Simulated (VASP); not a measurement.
Level of theory: LDA (Ceperley-Alder, Perdew-Zunger), VASP's LDA PAW potentials (set 64) (plane waves; VASP).

Input for VASP

POSCAR:
```
ScAl3
1
   -1.9752697105     1.9752697105     4.3432277776
    1.9752697105    -1.9752697105     4.3432277776
    1.9752697105     1.9752697105    -4.3432277776
Sc Al
1 3
Direct
  0.0000000000   0.0000000000   0.0000000000
  0.7500000000   0.2500000000   0.5000000000
  0.2500000000   0.7500000000   0.5000000000
  0.5000000000   0.5000000000   0.0000000000
```

KPOINTS:
```
Automatic mesh
0
Gamma
12 12 12
0 0 0
```

INCAR:
```
SYSTEM = ScAl3
PREC = Accurate
ENCUT = 400
EDIFF = 1E-7
NELM = 100
ALGO = Normal
LREAL = .FALSE.
LASPH = .TRUE.
ISMEAR = -5
LMAXMIX = 4
LWAVE = .FALSE.
LCHARG = .TRUE.
LORBIT = 11
NEDOS = 601
ISIF = 2
LEFG = .TRUE.
```

POTCAR, in this order: Sc_sv Al (LDA.64 set). Program: vasp_std.

Output of the run:

### OSZICAR
```
       N       E                     dE             d eps       ncg     rms          rms(c)
DAV:   1     0.997753822334E+02    0.99775E+02   -0.72700E+03  4636   0.106E+03
DAV:   2    -0.146239777802E+02   -0.11440E+03   -0.11262E+03  4902   0.348E+02
DAV:   3    -0.218172367883E+02   -0.71933E+01   -0.68954E+01  7254   0.663E+01
DAV:   4    -0.219434818065E+02   -0.12625E+00   -0.12554E+00  6598   0.932E+00
DAV:   5    -0.219453974309E+02   -0.19156E-02   -0.19133E-02  6374   0.114E+00    0.871E+00
DAV:   6    -0.209479658746E+02    0.99743E+00   -0.51440E+00  7762   0.275E+01    0.300E+00
DAV:   7    -0.208969549448E+02    0.51011E-01   -0.10487E-01  6356   0.316E+00    0.176E+00
DAV:   8    -0.208700047607E+02    0.26950E-01   -0.31636E-02  7400   0.144E+00    0.216E-01
DAV:   9    -0.208697303129E+02    0.27445E-03   -0.18108E-03  5990   0.334E-01    0.112E-01
DAV:  10    -0.208696691779E+02    0.61135E-04   -0.14035E-04  6728   0.102E-01    0.622E-02
DAV:  11    -0.208696639336E+02    0.52443E-05   -0.15792E-05  5986   0.277E-02    0.133E-02
DAV:  12    -0.208696641973E+02   -0.26362E-06   -0.17588E-06  7148   0.131E-02    0.533E-03
DAV:  13    -0.208696645284E+02   -0.33118E-06   -0.75638E-08  4264   0.224E-03    0.216E-03
DAV:  14    -0.208696648838E+02   -0.35540E-06   -0.58451E-08  3848   0.235E-03    0.272E-04
DAV:  15    -0.208696648997E+02   -0.15874E-07   -0.90829E-09  3482   0.144E-03
   1 F= -.20869665E+02 E0= -.20869665E+02  d E =0.000000E+00
```

### OUTCAR
```
------------------------ aborting loop because EDIFF is reached ----------------------------------------
  FORCE on cell =-STRESS in cart. coord.  units (eV):
  Direction    XX          YY          ZZ          XY          YZ          ZX
  --------------------------------------------------------------------------------------
  Total        0.0202032      0.0202032     -0.0840480      0.0000000     -0.0000000      0.0000000
  in kB        0.4775352      0.4775352     -1.9866103      0.0000000     -0.0000000      0.0000000
  external PRESSURE =      -0.3438466 kB  Pullay stress =       0.0000000 kB
  volume of cell :       67.78
      direct lattice vectors                 reciprocal lattice vectors
    -1.975269711  1.975269711  4.343227778     0.000000000  0.253129989  0.115121754
     1.975269711 -1.975269711  4.343227778     0.253129989  0.000000000  0.115121754
     1.975269711  1.975269711 -4.343227778     0.253129989  0.253129989  0.000000000
 POSITION                                       TOTAL-FORCE (eV/Angst)
 -----------------------------------------------------------------------------------
      0.00000      0.00000      0.00000         0.000000     -0.000000      0.000000
      0.00000      1.97527      2.17161         0.000000      0.000000      0.000000
      1.97527      0.00000      2.17161        -0.000000     -0.000000     -0.000000
      0.00000      0.00000      4.34323         0.000000     -0.000000      0.000000
 -----------------------------------------------------------------------------------
    total drift:                               -0.000000      0.000000      0.000000
  FREE ENERGIE OF THE ION-ELECTRON SYSTEM (eV)
  ---------------------------------------------------
  free  energy   TOTEN  =       -20.8696648997 eV

  energy  without entropy=      -20.8696648997  energy(sigma->0) =      -20.86966490

 total charge

# of ion       s       p       d       tot
------------------------------------------
    1        2.206   6.170   1.281   9.657
    2        0.430   0.392   0.000   0.821
    3        0.430   0.392   0.000   0.821
    4        0.468   0.355   0.000   0.823
--------------------------------------------------
tot          3.533   7.308   1.281  12.122

 Electric field gradients after diagonalization (V/A^2)
 (convention: |V_zz| > |V_xx| > |V_yy|)
----------------------------------------------------------------------
 ion       V_xx      V_yy      V_zz     asymmetry (V_yy - V_xx)/ V_zz
----------------------------------------------------------------------
   1       6.102     6.099   -12.201       0.000
   2       5.294     5.294   -10.588       0.000
   3       5.294     5.294   -10.588       0.000
   4     -15.027   -15.027    30.054       0.000
```
(Selected blocks of OUTCAR.)

For a metal the tetrahedron method with Blöchl corrections gives inexact stress and forces.

The structure comes from a computed database's ScAl3 entry (I4/mmm); how it stands against other phases isn't given here. It was relaxed first, which changed the volume by -5 %.
